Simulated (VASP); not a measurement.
Computed with PBEsol GGA, VASP's PBE PAW potentials (set 64) (plane waves; VASP). For the alloy's cell: Run with 400 eV cut-off, 8×8×15 Γ-centred mesh, tetrahedra with Blöchl corrections, potentials Ir Au.

| end member | E (eV/atom) | V (Å³/atom) | gap (eV) |
|---|---|---|---|
| Au (fcc) | -3.9238 | 16.99 | 0.00 |
| Ir (fcc) | -9.8195 | 14.08 | 0.00 |

An ordered cell with a fraction 0.50 of the second end member relaxes to

AuIr is modelled in the trigonal space group R-3m, hexagonal axes (No. 166), Pearson symbol hR2. Cell: a = 2.796 Å, b = 2.796 Å, c = 13.640 Å, α = 90.00°, β = 90.00°, γ = 120.00°. Ir on 3a sees 6 Au at 2.788 Å and 6 Ir at 2.796 Å (cuboctahedral). Au on 3b is surrounded by 6 Ir at 2.788 Å and 6 Au at 2.796 Å (cuboctahedral). (Neighbours: up to the widest gap in distance over summed covalent radii, below 1.35, at either atom.)
(The calculation used a cell of 4 atoms; values per cell refer to that cell.)

Unless said otherwise, spin-orbit coupling is left out, though it shifts the bands of the heavy elements here.

Task: Estimate the mixing energy, the deviation from a linear volume and the gap.

Result: Its energy is -6.5078 eV/atom, so the mixing energy is 364 meV/atom. The volume of 15.39 Å³/atom lies -1.0 % from the linear mean. The cell is without a gap at this level.
